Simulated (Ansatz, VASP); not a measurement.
# Cross-check of WSeS between VASP and Ansatz, part 2 of 2

Wanted: the spread between two codes on one cell, functional and k mesh. The structure shown is the end of the Ansatz relaxation below.

VASP 6.6.1 and Ansatz 0.2.0.

So far: Set-up; Ansatz: relaxation, PBEsol.

## 3. VASP: single point, PBEsol

Level of this step: PBEsol, no spin polarisation; plane waves and PAW (W, Se, S) (VASP).

The same cell, functional, mesh and smearing now go to VASP, with its own data sets.

Lines of VASP's logs that name or quote its potential files are left out, and so is its time.

Input file INCAR:

```
SYSTEM = WSeS
PREC = Accurate
ENCUT = 600
EDIFF = 1E-06
NELM = 120
ISMEAR = -1
SIGMA = 0.02
LREAL = .FALSE.
ALGO = Normal
GGA = PS
NBANDS = 48
LASPH = .TRUE.
LORBIT = 11
LWAVE = .FALSE.
LCHARG = .FALSE.
ISIF = 2
GGA_COMPAT = .FALSE.
EFERMI = MIDGAP
KPAR = 2
```

Input file POSCAR:

```
WSeS
1.0
    6.4073096048     -0.0021109517      0.0000000000
   -3.2054829402      5.5562860379      0.0000000000
    0.0000000000      0.0000000000     18.1423650000
W Se S
4 4 4
Direct
    0.3387018653      0.1693370405      0.5000000000
    0.3387018653      0.6693370405      0.5000000000
    0.8280247748      0.1639776443      0.5000000000
    0.8280247748      0.6639776443      0.5000000000
    0.1660871547      0.3330662951      0.4068541889
    0.1660871547      0.3330662951      0.5931458111
    0.1660871547      0.8330662951      0.4068541889
    0.1660871547      0.8330662951      0.5931458111
    0.6672161952      0.3336096975      0.4144800472
    0.6672161952      0.3336096975      0.5855199528
    0.6672161952      0.8336096975      0.4144800472
    0.6672161952      0.8336096975      0.5855199528
```

Input file KPOINTS:

```
Automatic mesh
0
Gamma
5 5 2
0 0 0
```

PAW data sets: W, Se and S (PBE family, release 64).

On the command line:

```sh
$ mpirun -np 2 vasp_std
```

Numbers of over 12 decimals in the logs are rounded to 6 here.

Output:

```text
[banner, memory and clock lines left out]
running    2 mpi-ranks, on    1 nodes
 distrk:  each k-point on    1 cores,    2 groups
 distr:  one band on    1 cores,    1 groups

 POSCAR found type information on POSCAR W SeS
 POSCAR found :  3 types and      12 ions
|                                                                             |
|               ----> ADVICE to this user running VASP <----                  |
|                                                                             |
|     You enforced a specific xc type in the INCAR file but a different       |
|     [... a line on the potential file left out ...]
|     I HOPE YOU KNOW WHAT YOU ARE DOING!                                     |
|                                                                             |

 LDA part: xc-table for (Slater+PW92), standard interpolation
 POSCAR, INCAR and KPOINTS ok, starting setup
 FFT: planning ... GRIDC
 FFT: planning ... GRID_SOFT
 FFT: planning ... GRID
 WAVECAR not read
 entering main loop
       N       E                     dE             d eps       ncg     rms          rms(c)
DAV:   1     0.570528649224E+03    0.57053E+03   -0.27607E+04  2496   0.129E+03
DAV:   2    -0.173170331620E+02   -0.58785E+03   -0.56785E+03  3888   0.239E+02
DAV:   3    -0.990095462132E+02   -0.81693E+02   -0.81005E+02  2920   0.968E+01
DAV:   4    -0.101926855735E+03   -0.29173E+01   -0.29001E+01  3560   0.209E+01
DAV:   5    -0.101999916674E+03   -0.73061E-01   -0.72934E-01  3712   0.291E+00    0.523E+01
DAV:   6    -0.981289871403E+02    0.38709E+01   -0.15635E+01  3760   0.144E+01    0.222E+01
DAV:   7    -0.974990310989E+02    0.62996E+00   -0.63455E+00  3344   0.100E+01    0.113E+01
DAV:   8    -0.972376298104E+02    0.26140E+00   -0.83584E-01  3448   0.424E+00    0.197E+00
DAV:   9    -0.972242402790E+02    0.13390E-01   -0.14578E-01  3632   0.141E+00    0.937E-01
DAV:  10    -0.972187417855E+02    0.54985E-02   -0.42624E-02  3576   0.820E-01    0.545E-01
DAV:  11    -0.972177180731E+02    0.10237E-02   -0.68942E-03  3600   0.365E-01    0.257E-01
DAV:  12    -0.972177359203E+02   -0.17847E-04   -0.28651E-03  3736   0.208E-01    0.176E-01
DAV:  13    -0.972170777507E+02    0.65817E-03   -0.23144E-03  3176   0.159E-01    0.539E-02
DAV:  14    -0.972173057456E+02   -0.22799E-03   -0.21721E-04  3504   0.567E-02    0.511E-02
[...]
DAV:  19    -0.972182841842E+02   -0.32575E-04   -0.15846E-05  2904   0.808E-03    0.689E-03
DAV:  20    -0.972183929888E+02   -0.10880E-03   -0.54909E-06  2680   0.519E-03    0.280E-03
DAV:  21    -0.972184297296E+02   -0.36741E-04   -0.15098E-06  2600   0.264E-03    0.194E-03
DAV:  22    -0.972184724184E+02   -0.42689E-04   -0.40972E-06  2592   0.331E-03    0.109E-03
DAV:  23    -0.972184770695E+02   -0.46511E-05   -0.18265E-07  2360   0.107E-03    0.979E-04
DAV:  24    -0.972184794472E+02   -0.23778E-05   -0.12204E-07  2096   0.620E-04    0.500E-04
DAV:  25    -0.972184809981E+02   -0.15509E-05   -0.11229E-07  2144   0.504E-04    0.266E-04
DAV:  26    -0.972184811085E+02   -0.11032E-06   -0.19296E-08  1584   0.288E-04
   1 F= -.97218481E+02 E0= -.97218481E+02  d E =-.171813E-21
```

From OUTCAR (step 3):

```text
ion  position               nearest neighbor table
   1  0.339  0.169  0.500-   9 2.39  10 2.39   5 2.52   6 2.52   7 2.52   8 2.52   3 3.15   4 3.15
                             2 3.21   2 3.21   3 3.26   4 3.26
   2  0.339  0.669  0.500-  11 2.39  12 2.39   7 2.52   8 2.52   5 2.52   6 2.52   4 3.15   3 3.15
                             1 3.21   1 3.21   4 3.26   3 3.26
   3  0.828  0.164  0.500-   9 2.40  10 2.40  11 2.40  12 2.40   5 2.52   6 2.52   1 3.15   2 3.15
                             4 3.21   4 3.21   1 3.26   2 3.26
   4  0.828  0.664  0.500-  11 2.40  12 2.40   9 2.40  10 2.40   7 2.52   8 2.52   2 3.15   1 3.15
                             3 3.21   3 3.21   2 3.26   1 3.26
   5  0.166  0.333  0.407-   1 2.52   2 2.52   3 2.52
   6  0.166  0.333  0.593-   1 2.52   2 2.52   3 2.52
   7  0.166  0.833  0.407-   2 2.52   1 2.52   4 2.52
   8  0.166  0.833  0.593-   2 2.52   1 2.52   4 2.52
   9  0.667  0.334  0.414-   1 2.39   3 2.40   4 2.40
  10  0.667  0.334  0.586-   1 2.39   3 2.40   4 2.40
  11  0.667  0.834  0.414-   2 2.39   4 2.40   3 2.40
  12  0.667  0.834  0.586-   2 2.39   4 2.40   3 2.40

  LATTYP: Found a simple monoclinic cell.
 ALAT       =     6.4073099525
 B/A-ratio  =     2.8315104364
 C/A-ratio  =     1.0005714556
 COS(beta)  =    -0.4991437943

 Subroutine GETGRP returns: Found  2 space group operations
 (whereof  2 operations were pure point group operations)

The static configuration has the point symmetry C_1h.

 Found     26 irreducible k-points:

   k-points           NKPTS =     26   k-points in BZ     NKDIM =     26   number of bands    NBANDS=     48

   dimension x,y,z NGX =    54 NGY =   54 NGZ =  150
   dimension x,y,z NGXF=   108 NGYF=  108 NGZF=  300

   ENCUT  =  600.0 eV  44.10 Ry    6.64 a.u.  12.80 12.81 36.23*2*pi/ulx,y,z

   NELECT =      72.0000    total number of electrons

 k-points in reciprocal lattice and weights: Automatic mesh
   0.00000000  0.00000000  0.00000000       0.020
   0.20000000  0.00000000  0.00000000       0.040
   0.40000000  0.00000000  0.00000000       0.040
   0.00000000  0.20000000  0.00000000       0.040
   0.20000000  0.20000000  0.00000000       0.040
   0.40000000  0.20000000  0.00000000       0.040
  -0.40000000  0.20000000  0.00000000       0.040
  -0.20000000  0.20000000  0.00000000       0.040
   0.00000000  0.40000000  0.00000000       0.040
[...]
-0.40000000  0.40000000  0.50000000       0.040
  -0.20000000  0.40000000  0.50000000       0.040

 average (electrostatic) potential at core
       1 -46.9018       2 -46.9018       3 -46.9621       4 -46.9621       5 -59.5768
       6 -59.5768       7 -59.5768       8 -59.5768       9 -93.1563      10 -93.1563
      11 -93.1563      12 -93.1563

 E-fermi :  -0.8062

 k-point     1 :       0.0000    0.0000    0.0000
  band No.  band energies     occupation
    ...
     32      -2.6787      2.00000
     33      -2.5799      2.00000
     34      -2.5080      2.00000
     35      -2.4070      2.00000
     36      -1.8882      2.00000
     37       1.0322      0.00000
     38       1.1077      0.00000
     39       1.1320      0.00000
     40       1.3068      0.00000
     41       1.4023      0.00000
    ...

 k-point     2 :       0.2000    0.0000    0.0000
  band No.  band energies     occupation
    ...
     32      -2.8800      2.00000
     33      -2.5911      2.00000
     34      -2.2889      2.00000
     35      -2.1963      2.00000
     36      -1.9547      2.00000
     37       0.8363      0.00000
     38       0.9503      0.00000
     39       0.9762      0.00000
     40       1.0729      0.00000
     41       1.1059      0.00000
    ...

 k-point     3 :       0.4000    0.0000    0.0000
  band No.  band energies     occupation
    ...
     32      -2.8746      2.00000
     33      -2.8014      2.00000
     34      -2.2806      2.00000
     35      -2.1913      2.00000
     36      -2.1770      2.00000
     37       0.4678      0.00000
     38       0.5192      0.00000
     39       0.6471      0.00000
     40       0.7594      0.00000
     41       0.8640      0.00000
    ...

  Total       -0.3956508     -0.4950771     -0.2492012     -0.0816921      0.0000000      0.0000000
  in kB       -0.9816372     -1.2283207     -0.6182854     -0.2026838      0.0000000      0.0000000
  external PRESSURE =      -0.9427478 kB  Pullay stress =       0.0000000 kB

  energy-cutoff  :      600.00
  volume of cell :      645.76
      direct lattice vectors                 reciprocal lattice vectors
     6.407309605 -0.002110952  0.000000000     0.156101416  0.090056636  0.000000000
    -3.205482940  5.556286038  0.000000000     0.000059306  0.180010550  0.000000000
     0.000000000  0.000000000 18.142365000     0.000000000  0.000000000  0.055119605

 POSITION                                       TOTAL-FORCE (eV/Angst)
 -----------------------------------------------------------------------------------
      1.62736      0.94017      9.07118         0.008730      0.004773      0.000000
      0.02462      3.71831      9.07118         0.008730      0.004773      0.000000
      4.77978      0.90936      9.07118        -0.009666     -0.005833      0.000000
      3.17704      3.68750      9.07118        -0.009666     -0.005833      0.000000
     -0.00347      1.85026      7.38130        -0.000383     -0.000131      0.015538
     -0.00347      1.85026     10.76107        -0.000383     -0.000131     -0.015538
     -1.60621      4.62840      7.38130        -0.000383     -0.000131      0.015538
     -1.60621      4.62840     10.76107        -0.000383     -0.000131     -0.015538
      3.20568      1.85222      7.51965         0.000852      0.000661      0.018708
      3.20568      1.85222     10.62272         0.000852      0.000661     -0.018708
      1.60294      4.63037      7.51965         0.000852      0.000661      0.018708
      1.60294      4.63037     10.62272         0.000852      0.000661     -0.018708
 -----------------------------------------------------------------------------------
    total drift:                               -0.000056     -0.000794     -0.000000

  FREE ENERGIE OF THE ION-ELECTRON SYSTEM (eV)
  ---------------------------------------------------
  free  energy   TOTEN  =       -97.2184811085 eV

  energy  without entropy=      -97.2184811085  energy(sigma->0) =      -97.21848111

 total charge
# of ion       s       p       d       tot
------------------------------------------
    1        0.553   0.676   4.272   5.501
    2        0.553   0.676   4.272   5.501
    3        0.554   0.689   4.270   5.512
    4        0.554   0.689   4.270   5.512
    5        1.478   2.349   0.069   3.896
    6        1.478   2.349   0.069   3.896
    7        1.478   2.349   0.069   3.896
    8        1.478   2.349   0.069   3.896
    9        1.350   2.351   0.000   3.700
   10        1.350   2.351   0.000   3.700
   11        1.350   2.351   0.000   3.700
   12        1.350   2.351   0.000   3.700
--------------------------------------------------
tot         13.524  21.528  17.363  52.415

[... 3 further parts left out ...]
```

This run has no spin polarisation, so a moment on W, if there is one, isn't seen.

## 4. Comparison

Known differences besides the potentials themselves: the data sets hold 144 valence electrons in Ansatz (on its PAW soft_1 files) and 72 in VASP; Ansatz makes its cores anew for this functional, VASP keeps those of its PBE data sets. Total energies have different zeros and are not compared.

Compared:

| quantity | Ansatz | VASP | difference |
| --- | --- | --- | --- |
| pressure (GPa) | 0.00 | -0.09 | +0.09 |
| gap on the k mesh (eV) | 1.935 | 1.930 | +0.006 |

At this near-relaxed geometry the largest component of a force difference is 19 meV/Å. A gap on the mesh is an upper bound, since the band edges may lie between its points; neither run holds spin-orbit coupling, which can move the band edges of a compound of W. With vacuum in the cell, a pressure given here is an average over mostly empty space and none of the material.

## 5. Results

- difference in gap on the k mesh (single point, PBEsol): 0.0055 eV
- r.m.s. force difference (single point, PBEsol): 8.8 meV/Å

**Reading.** The r.m.s. force difference is 8.8 meV/Å (single point, PBEsol), within the 12 meV/Å picked in this series as the mark of a large difference. The data sets hold unlike numbers of valence electrons (144 in Ansatz and 72 in VASP), so part of the differences comes from the potentials. How closely two codes agree says nothing of how well the functional describes the real material.

[Lines on the potential files, build, host, timing and source positions are cut from VASP's logs without a mark.]

[Logs are printed without paths, hosts, clocks, repeated set-up lines and the standing remarks that a program may print on its own settings, such as how far it seeks lower states.]

[Hosts, paths, dates, database ids (printed as entryN), source tags and the programs' standing remarks are cut or masked in the printed files.]
